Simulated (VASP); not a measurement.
# LaBRh3 with r2SCAN + rVV10: from relaxation to properties, part 4 of 5

What structure and properties does r2SCAN + rVV10 give LaBRh3, and how near are they to the measured ones? The start is a cell from a database of measured crystal structures.

VASP 6.6.1; r2SCAN with rVV10; plane waves and PAW (La, B, Rh_pv).

Still holding for the runs below: This run has no spin polarisation. Its electron count is odd, so without a moment it is a metal by construction.

So far. Step 4 (Bands along the symmetry lines (r2SCAN + rVV10)): There is no gap at this level. Step 5 (Density of states (r2SCAN + rVV10)): The finer mesh and the other smearing move the Fermi level by -0.06 eV from the 5×5×5 run, one measure of the sampling error in the zero of the bands above. Of the states within 0.3 eV of the Fermi level, the largest shares in the PAW spheres are Rh d 87 %. The rest lies in smaller channels or between the spheres. The relaxed cell has a = 4.243 Å (conventional setting).

### Step 6. Vibrations at Γ (r2SCAN + rVV10)

Zone-centre modes test whether the atoms sit at a minimum within this cell. IBRION = 6 takes the force constants from differences of forces between displaced cells, so the forces must be tight.

INCAR reads:

```
SYSTEM = LaBRh3
PREC = Accurate
ENCUT = 420
EDIFF = 1E-08
NELM = 100
ISMEAR = 1
SIGMA = 0.2
LREAL = .FALSE.
ALGO = Normal
METAGGA = R2SCAN
LUSE_VDW = .TRUE.
IVDW_NL = 2
BPARAM = 11.95
CPARAM = 0.0093
LASPH = .TRUE.
NBANDS = 36
LORBIT = 11
LWAVE = .FALSE.
LCHARG = .FALSE.
KPAR = 4
IBRION = 6
NFREE = 2
POTIM = 0.015
ISIF = 2
NSW = 1
```

POSCAR reads:

```
LaBRh3
1.0
    4.2430011694      0.0000000000      0.0000000000
    0.0000000000      4.2430011694      0.0000000000
    0.0000000000      0.0000000000      4.2430011694
La B Rh
1 1 3
Direct
    0.0000000000      0.0000000000      0.0000000000
    0.5000000000      0.5000000000      0.5000000000
    0.0000000000      0.5000000000      0.5000000000
    0.5000000000      0.0000000000      0.5000000000
    0.5000000000      0.5000000000      0.0000000000
```

KPOINTS reads:

```
Automatic mesh
0
Gamma
7 7 7
0 0 0
```

PAW data sets: La, B and Rh_pv (PBE family, release 64).

On the command line:

```sh
$ mpirun -np 4 vasp_std
```

The program printed:

```text
[... set-up lines as in an earlier step ...]
 entering main loop
       N       E                     dE             d eps       ncg     rms          rms(c)
Total rVV10 correction in eV:      1.1846160    62.0100111
Total rVV10 correction in eV:      1.1846160    62.0100111
Total rVV10 correction in eV:      1.1846160    62.0100111
Total rVV10 correction in eV:      1.1846160    62.0100111
DAV:   1     0.519326491811E+03    0.51933E+03   -0.29116E+04  1944   0.214E+03
DAV:   2    -0.445863425690E+02   -0.56391E+03   -0.54002E+03  1464   0.512E+02
DAV:   3    -0.124869648698E+03   -0.80283E+02   -0.74999E+02  1996   0.156E+02
DAV:   4    -0.131859853607E+03   -0.69902E+01   -0.69117E+01  2680   0.563E+01
DAV:   5    -0.132070687269E+03   -0.21083E+00   -0.20749E+00  2184   0.690E+00    0.252E+01
Total rVV10 correction in eV:      1.1189422    62.0100043
Total rVV10 correction in eV:      1.1189422    62.0100043
Total rVV10 correction in eV:      1.1189422    62.0100043
Total rVV10 correction in eV:      1.1189422    62.0100043
DAV:   6    -0.113836677758E+03    0.18234E+02   -0.65977E+01  2000   0.542E+01    0.104E+01
Total rVV10 correction in eV:      1.1481904    62.0100034
Total rVV10 correction in eV:      1.1481904    62.0100034
Total rVV10 correction in eV:      1.1481904    62.0100034
Total rVV10 correction in eV:      1.1481904    62.0100034
DAV:   7    -0.111984961298E+03    0.18517E+01   -0.12020E+01  2276   0.249E+01    0.349E+00
Total rVV10 correction in eV:      1.1493927    62.0100037
Total rVV10 correction in eV:      1.1493927    62.0100037
Total rVV10 correction in eV:      1.1493927    62.0100037
Total rVV10 correction in eV:      1.1493927    62.0100037
DAV:   8    -0.112030094993E+03   -0.45134E-01   -0.91307E-01  2416   0.588E+00    0.203E+00
Total rVV10 correction in eV:      1.1461682    62.0100038
Total rVV10 correction in eV:      1.1461682    62.0100038
Total rVV10 correction in eV:      1.1461682    62.0100038
Total rVV10 correction in eV:      1.1461682    62.0100038
DAV:   9    -0.112015446329E+03    0.14649E-01   -0.15418E-01  2264   0.284E+00    0.679E-01
Total rVV10 correction in eV:      1.1466523    62.0100037
Total rVV10 correction in eV:      1.1466523    62.0100037
Total rVV10 correction in eV:      1.1466523    62.0100037
Total rVV10 correction in eV:      1.1466523    62.0100037
DAV:  10    -0.112018239672E+03   -0.27933E-02   -0.91432E-03  2336   0.693E-01    0.148E-01
Total rVV10 correction in eV:      1.1469846    62.0100038
Total rVV10 correction in eV:      1.1469846    62.0100038
Total rVV10 correction in eV:      1.1469846    62.0100038
Total rVV10 correction in eV:      1.1469846    62.0100038
DAV:  11    -0.112018390978E+03   -0.15131E-03   -0.86986E-04  1904   0.169E-01    0.652E-02
Total rVV10 correction in eV:      1.1471574    62.0100038
Total rVV10 correction in eV:      1.1471574    62.0100038
Total rVV10 correction in eV:      1.1471574    62.0100038
Total rVV10 correction in eV:      1.1471574    62.0100038
DAV:  12    -0.112018448808E+03   -0.57831E-04   -0.14606E-04  2640   0.840E-02    0.202E-02
Total rVV10 correction in eV:      1.1472416    62.0100038
Total rVV10 correction in eV:      1.1472416    62.0100038
Total rVV10 correction in eV:      1.1472416    62.0100038
Total rVV10 correction in eV:      1.1472416    62.0100038
DAV:  13    -0.112018457383E+03   -0.85753E-05   -0.50154E-05  2160   0.394E-02    0.968E-03
Total rVV10 correction in eV:      1.1472707    62.0100038
Total rVV10 correction in eV:      1.1472707    62.0100038
Total rVV10 correction in eV:      1.1472707    62.0100038
Total rVV10 correction in eV:      1.1472707    62.0100038
DAV:  14    -0.112018457809E+03   -0.42591E-06   -0.86978E-06  2296   0.182E-02    0.305E-03
Total rVV10 correction in eV:      1.1472722    62.0100038
Total rVV10 correction in eV:      1.1472722    62.0100038
Total rVV10 correction in eV:      1.1472722    62.0100038
Total rVV10 correction in eV:      1.1472722    62.0100038
DAV:  15    -0.112018457711E+03    0.98871E-07   -0.53813E-07  2072   0.397E-03    0.128E-03
Total rVV10 correction in eV:      1.1472721    62.0100038
Total rVV10 correction in eV:      1.1472721    62.0100038
Total rVV10 correction in eV:      1.1472721    62.0100038
Total rVV10 correction in eV:      1.1472721    62.0100038
DAV:  16    -0.112018457602E+03    0.10802E-06   -0.13099E-07  1984   0.206E-03    0.563E-04
Total rVV10 correction in eV:      1.1472723    62.0100038
Total rVV10 correction in eV:      1.1472723    62.0100038
Total rVV10 correction in eV:      1.1472723    62.0100038
Total rVV10 correction in eV:      1.1472723    62.0100038
DAV:  17    -0.112018457487E+03    0.11501E-06   -0.19006E-08  1480   0.103E-03    0.221E-04
Total rVV10 correction in eV:      1.1472719    62.0100038
Total rVV10 correction in eV:      1.1472719    62.0100038
Total rVV10 correction in eV:      1.1472719    62.0100038
Total rVV10 correction in eV:      1.1472719    62.0100038
DAV:  18    -0.112018457468E+03    0.19333E-07   -0.36942E-09   960   0.808E-04    0.705E-05
Total rVV10 correction in eV:      1.1472722    62.0100038
Total rVV10 correction in eV:      1.1472722    62.0100038
Total rVV10 correction in eV:      1.1472722    62.0100038
Total rVV10 correction in eV:      1.1472722    62.0100038
DAV:  19    -0.112018457466E+03    0.23847E-08   -0.19640E-09   960   0.582E-04
Total rVV10 correction in eV:      1.1472723    62.0100038
Total rVV10 correction in eV:      1.1472723    62.0100038
Total rVV10 correction in eV:      1.1472723    62.0100038
Total rVV10 correction in eV:      1.1472723    62.0100038
Total rVV10 correction in eV:      1.1472724    62.0100038
Total rVV10 correction in eV:      1.1472724    62.0100038
Total rVV10 correction in eV:      1.1472724    62.0100038
Total rVV10 correction in eV:      1.1472724    62.0100038
   1 F= -.11201846E+03 E0= -.11201205E+03  d E =-.192312E-01
 Found     4 degrees of freedom:
 Finite differences POTIM= 0.01500 DOF=   4
 bond charge predicted
       N       E                     dE             d eps       ncg     rms          rms(c)
Total rVV10 correction in eV:      1.1472729    62.0100038
Total rVV10 correction in eV:      1.1472729    62.0100038
Total rVV10 correction in eV:      1.1472729    62.0100038
Total rVV10 correction in eV:      1.1472729    62.0100038
DAV:   1    -0.112010944898E+03    0.75126E-02   -0.47332E-01  3880   0.360E+00    0.187E-01
Total rVV10 correction in eV:      1.1472732    62.0100039
Total rVV10 correction in eV:      1.1472732    62.0100039
Total rVV10 correction in eV:      1.1472732    62.0100039
Total rVV10 correction in eV:      1.1472732    62.0100039
DAV:   2    -0.112017308576E+03   -0.63637E-02   -0.34170E-02  3632   0.892E-01    0.812E-02
Total rVV10 correction in eV:      1.1472748    62.0100039
Total rVV10 correction in eV:      1.1472748    62.0100039
Total rVV10 correction in eV:      1.1472748    62.0100039
Total rVV10 correction in eV:      1.1472748    62.0100039
DAV:   3    -0.112017544476E+03   -0.23590E-03   -0.15189E-03  5132   0.192E-01    0.604E-02
Total rVV10 correction in eV:      1.1472977    62.0100039
Total rVV10 correction in eV:      1.1472977    62.0100039
Total rVV10 correction in eV:      1.1472977    62.0100039
Total rVV10 correction in eV:      1.1472977    62.0100039
DAV:   4    -0.112017582756E+03   -0.38279E-04   -0.22885E-04  3712   0.752E-02    0.955E-03
Total rVV10 correction in eV:      1.1472898    62.0100039
Total rVV10 correction in eV:      1.1472898    62.0100039
Total rVV10 correction in eV:      1.1472898    62.0100039
Total rVV10 correction in eV:      1.1472898    62.0100039
DAV:   5    -0.112017582702E+03    0.53540E-07   -0.56563E-05  4532   0.457E-02    0.909E-03
Total rVV10 correction in eV:      1.1472935    62.0100039
Total rVV10 correction in eV:      1.1472935    62.0100039
Total rVV10 correction in eV:      1.1472935    62.0100039
Total rVV10 correction in eV:      1.1472935    62.0100039
DAV:   6    -0.112017583937E+03   -0.12345E-05   -0.86923E-06  3912   0.251E-02    0.620E-03
Total rVV10 correction in eV:      1.1472962    62.0100039
Total rVV10 correction in eV:      1.1472962    62.0100039
Total rVV10 correction in eV:      1.1472962    62.0100039
Total rVV10 correction in eV:      1.1472962    62.0100039
DAV:   7    -0.112017584089E+03   -0.15224E-06   -0.34892E-06  4196   0.167E-02    0.221E-03
Total rVV10 correction in eV:      1.1472931    62.0100039
Total rVV10 correction in eV:      1.1472931    62.0100039
Total rVV10 correction in eV:      1.1472931    62.0100039
Total rVV10 correction in eV:      1.1472931    62.0100039
DAV:   8    -0.112017584126E+03   -0.37272E-07   -0.24071E-07  4208   0.408E-03    0.789E-04
Total rVV10 correction in eV:      1.1472934    62.0100039
Total rVV10 correction in eV:      1.1472934    62.0100039
Total rVV10 correction in eV:      1.1472934    62.0100039
Total rVV10 correction in eV:      1.1472934    62.0100039
DAV:   9    -0.112017584126E+03    0.45475E-09   -0.29046E-08  2628   0.139E-03
Total rVV10 correction in eV:      1.1472940    62.0100039
Total rVV10 correction in eV:      1.1472940    62.0100039
Total rVV10 correction in eV:      1.1472940    62.0100039
Total rVV10 correction in eV:      1.1472940    62.0100039
Total rVV10 correction in eV:      1.1472938    62.0100039
Total rVV10 correction in eV:      1.1472938    62.0100039
Total rVV10 correction in eV:      1.1472938    62.0100039
Total rVV10 correction in eV:      1.1472938    62.0100039
   2 F= -.11201758E+03 E0= -.11201117E+03  d E =-.192294E-01
[...]
3 F= -.11201758E+03 E0= -.11201117E+03  d E =-.192295E-01
[...]
4 F= -.11201757E+03 E0= -.11201117E+03  d E =-.192271E-01
[...]
5 F= -.11201757E+03 E0= -.11201117E+03  d E =-.192273E-01
[...]
6 F= -.11201703E+03 E0= -.11201063E+03  d E =-.192172E-01
[...]
7 F= -.11201703E+03 E0= -.11201063E+03  d E =-.192172E-01
[...]
8 F= -.11201781E+03 E0= -.11201141E+03  d E =-.192078E-01
 Finite differences progress:
  Degree of freedom:   4/  4
  Displacement:        1/  2
  Total:               7/  8
 bond charge predicted
       N       E                     dE             d eps       ncg     rms          rms(c)
Total rVV10 correction in eV:      1.1472912    62.0100045
Total rVV10 correction in eV:      1.1472912    62.0100045
Total rVV10 correction in eV:      1.1472912    62.0100045
Total rVV10 correction in eV:      1.1472912    62.0100045
DAV:   1    -0.111943527616E+03    0.74280E-01   -0.46054E+00  5712   0.269E+01    0.377E-01
Total rVV10 correction in eV:      1.1472183    62.0100045
Total rVV10 correction in eV:      1.1472183    62.0100045
Total rVV10 correction in eV:      1.1472183    62.0100045
Total rVV10 correction in eV:      1.1472183    62.0100045
DAV:   2    -0.112016853963E+03   -0.73326E-01   -0.59203E-01  6624   0.655E+00    0.221E-01
Total rVV10 correction in eV:      1.1472753    62.0100045
Total rVV10 correction in eV:      1.1472753    62.0100045
Total rVV10 correction in eV:      1.1472753    62.0100045
Total rVV10 correction in eV:      1.1472753    62.0100045
DAV:   3    -0.112017824765E+03   -0.97080E-03   -0.11219E-02  6704   0.747E-01    0.149E-01
Total rVV10 correction in eV:      1.1472651    62.0100045
Total rVV10 correction in eV:      1.1472651    62.0100045
Total rVV10 correction in eV:      1.1472651    62.0100045
Total rVV10 correction in eV:      1.1472651    62.0100045
DAV:   4    -0.112017848330E+03   -0.23565E-04   -0.10002E-03  7336   0.321E-01    0.117E-01
Total rVV10 correction in eV:      1.1472510    62.0100045
Total rVV10 correction in eV:      1.1472510    62.0100045
Total rVV10 correction in eV:      1.1472510    62.0100045
Total rVV10 correction in eV:      1.1472510    62.0100045
DAV:   5    -0.112017795383E+03    0.52947E-04   -0.41156E-04  6752   0.245E-01    0.245E-02
Total rVV10 correction in eV:      1.1472821    62.0100045
Total rVV10 correction in eV:      1.1472821    62.0100045
Total rVV10 correction in eV:      1.1472821    62.0100045
Total rVV10 correction in eV:      1.1472821    62.0100045
DAV:   6    -0.112017806561E+03   -0.11178E-04   -0.68543E-05  6908   0.706E-02    0.103E-02
Total rVV10 correction in eV:      1.1472746    62.0100045
Total rVV10 correction in eV:      1.1472746    62.0100045
Total rVV10 correction in eV:      1.1472746    62.0100045
Total rVV10 correction in eV:      1.1472746    62.0100045
DAV:   7    -0.112017807314E+03   -0.75353E-06   -0.47157E-06  6588   0.203E-02    0.603E-03
Total rVV10 correction in eV:      1.1472830    62.0100045
Total rVV10 correction in eV:      1.1472830    62.0100045
Total rVV10 correction in eV:      1.1472830    62.0100045
Total rVV10 correction in eV:      1.1472830    62.0100045
DAV:   8    -0.112017808001E+03   -0.68638E-06   -0.33539E-06  5824   0.178E-02    0.124E-03
Total rVV10 correction in eV:      1.1472832    62.0100045
Total rVV10 correction in eV:      1.1472832    62.0100045
Total rVV10 correction in eV:      1.1472832    62.0100045
Total rVV10 correction in eV:      1.1472832    62.0100045
DAV:   9    -0.112017808009E+03   -0.81309E-08   -0.43036E-07  6160   0.664E-03    0.105E-03
Total rVV10 correction in eV:      1.1472830    62.0100045
Total rVV10 correction in eV:      1.1472830    62.0100045
Total rVV10 correction in eV:      1.1472830    62.0100045
Total rVV10 correction in eV:      1.1472830    62.0100045
DAV:  10    -0.112017807999E+03    0.95915E-08   -0.79479E-08  5928   0.301E-03
Total rVV10 correction in eV:      1.1472815    62.0100045
Total rVV10 correction in eV:      1.1472815    62.0100045
Total rVV10 correction in eV:      1.1472815    62.0100045
Total rVV10 correction in eV:      1.1472815    62.0100045
Total rVV10 correction in eV:      1.1472827    62.0100045
Total rVV10 correction in eV:      1.1472827    62.0100045
Total rVV10 correction in eV:      1.1472827    62.0100045
Total rVV10 correction in eV:      1.1472827    62.0100045
   9 F= -.11201781E+03 E0= -.11201141E+03  d E =-.192081E-01
 Finite differences progress:
  Degree of freedom:   4/  4
  Displacement:        2/  2
  Total:               8/  8
```

Wall time 14 min (4 MPI ranks of AMD EPYC 7R43, shared host); peak memory 1.7 GiB; 56 min of CPU time.

(Part 4 of 5 ends here.)

[Lines on the potential files, build, host, timing and source positions are cut from VASP's logs without a mark.]

[Logs are printed without paths, hosts, clocks, repeated set-up lines and the standing remarks that a program may print on its own settings, such as how far it seeks lower states.]

[Hosts, paths, dates, database ids (printed as entryN), source tags and the programs' standing remarks are cut or masked in the printed files.]

[A measured line is paired with the nearest computed mode of its activity, which favours agreement.]
